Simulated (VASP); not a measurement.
Input of a VASP 6.6.1 run:

INCAR

```
  ALGO = Fast
  EDIFF = 1E-7
  ENCUT = 520
  GGA = PS
  ISIF = 2
  ISMEAR = 0
  ISPIN = 2
  LASPH = T
  LCHARG = F
  LMAXMIX = 6
  LORBIT = 11
  LREAL = F
  LWAVE = F
  MAGMOM = 1.12 0
  NBANDS = 20
  NELM = 150
  PREC = Accurate
  SIGMA = 0.05
```

The input KPOINTS:

```
k-points
0
Gamma
  10 10 10
```

The input POSCAR:

```
PrC
1.0
    3.0046563370      0.0000000000      0.0000000000
    0.0000000000      3.0046563370      0.0000000000
    0.0000000000      0.0000000000      3.0046563370
Pr C
1 1
Direct
    0.0000000000      0.0000000000      0.0000000000
    0.5000000000      0.5000000000      0.5000000000
```

Potentials or basis: VASP PAW PBE potentials, release 64 (Pr, C).

Run with:

```console
$ cat potpaw_PBE.64/Pr/POTCAR potpaw_PBE.64/C/POTCAR > POTCAR
$ mpirun -np 1 vasp_std > vasp.out
```

(1) What does it give for the band gap on the k mesh?

(2) What does it give for the site moments?

(3) Estimate the net moment.

(4) Predict the pressure.

Answers

(1) none (metal or under the smearing width).

(2) Pr -1.04; C +0.15 μB.

(3) -0.92 μB per cell.

(4) 0.5 GPa.

Caveat: the magnetic or orbital state may not be the lowest; the PAW data sets were made with another functional, which shifts forces and pressure a little; spin-orbit coupling is left out, which moves the levels of the heavy elements; without U or exact exchange the open f shell lies at the Fermi level, which spoils levels, moments and volumes.
